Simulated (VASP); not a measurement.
Level of theory: PBE GGA, VASP's PBE PAW potentials (set 64) (plane waves; VASP 6.6.1).

Input for VASP

INCAR:
```
ALGO = Normal
EDIFF = 1E-7
ENCUT = 520
GGA = PE
ISIF = 2
ISMEAR = -5
LASPH = T
LCHARG = T
LEFG = T
LORBIT = 11
LREAL = F
LWAVE = F
NEDOS = 601
NELM = 100
PREC = Accurate
SYSTEM = BN
```

KPOINTS:
```
Regular mesh
0
gamma
 11 11 6
```

**POSCAR**
```
BN
2.5551250
  0.5000000240  -0.8660255322   0.0000000000
  0.5000000240   0.8660255322   0.0000000000
  0.0000000000   0.0000000000   1.6537069865
B N
2 2
direct
  0.6666670000   0.3333330000   0.5002373476
  0.3333330000   0.6666670000   0.0002373476
  0.6666670000   0.3333330000   0.8747626524
  0.3333330000   0.6666670000   0.3747626524
```

POTCAR, in this order: B N (PBE.64 set). Program: vasp_std.

Output

OSZICAR:
```
       N       E                     dE             d eps       ncg     rms          rms(c)
DAV:   1     0.496335334066E+02    0.49634E+02   -0.87817E+03  1536   0.130E+03
DAV:   2    -0.342995663895E+02   -0.83933E+02   -0.79399E+02  2200   0.271E+02
DAV:   3    -0.367284858562E+02   -0.24289E+01   -0.24207E+01  2040   0.462E+01
DAV:   4    -0.367425387085E+02   -0.14053E-01   -0.14043E-01  1936   0.362E+00
DAV:   5    -0.367427138601E+02   -0.17515E-03   -0.17503E-03  2000   0.370E-01    0.940E+00
DAV:   6    -0.349976455504E+02    0.17451E+01   -0.47896E+00  1904   0.181E+01    0.451E+00
DAV:   7    -0.348621804582E+02    0.13547E+00   -0.22221E-01  1828   0.466E+00    0.270E+00
DAV:   8    -0.348333410897E+02    0.28839E-01   -0.72106E-02  1720   0.252E+00    0.222E-01
DAV:   9    -0.348325352678E+02    0.80582E-03   -0.21098E-03  1996   0.482E-01    0.121E-01
DAV:  10    -0.348327771389E+02   -0.24187E-03   -0.39929E-04  1812   0.198E-01    0.264E-02
DAV:  11    -0.348327822679E+02   -0.51291E-05   -0.69443E-05  1956   0.725E-02    0.136E-02
DAV:  12    -0.348327832518E+02   -0.98387E-06   -0.96546E-06  1912   0.306E-02    0.221E-03
DAV:  13    -0.348327833986E+02   -0.14687E-06   -0.23023E-07  1504   0.548E-03    0.549E-04
DAV:  14    -0.348327834064E+02   -0.78028E-08   -0.15662E-08  1040   0.146E-03
   1 F= -.34832783E+02 E0= -.34832783E+02  d E =0.000000E+00
```

OUTCAR:
```
------------------------ aborting loop because EDIFF is reached ----------------------------------------
  FORCE on cell =-STRESS in cart. coord.  units (eV):
  Direction    XX          YY          ZZ          XY          YZ          ZX
  --------------------------------------------------------------------------------------
  Total       -0.0031035     -0.0031035     -0.0058199      0.0000000      0.0000000      0.0000000
  in kB       -0.2081329     -0.2081329     -0.3903043      0.0000000      0.0000000      0.0000000
  external PRESSURE =      -0.2688567 kB  Pullay stress =       0.0000000 kB
  volume of cell :       23.89
      direct lattice vectors                 reciprocal lattice vectors
     1.277562561 -2.212803488  0.000000000     0.391370266 -0.225957706  0.000000000
     1.277562561  2.212803488  0.000000000     0.391370266  0.225957706  0.000000000
     0.000000000  0.000000000  4.225428064     0.000000000  0.000000000  0.236662413
  FREE ENERGIE OF THE ION-ELECTRON SYSTEM (eV)
  ---------------------------------------------------
  free  energy   TOTEN  =       -34.8327834064 eV

  energy  without entropy=      -34.8327834064  energy(sigma->0) =      -34.83278341

 total charge

# of ion       s       p       d       tot
------------------------------------------
    1        0.673   1.343   0.000   2.017
    2        0.673   1.343   0.000   2.017
    3        1.214   2.753   0.000   3.967
    4        1.214   2.753   0.000   3.967
--------------------------------------------------
tot          3.775   8.192   0.000  11.967
```
(Selected blocks of OUTCAR.)

The compound is BN in the wurtzite structure, a metastable high-pressure form. It was relaxed first.
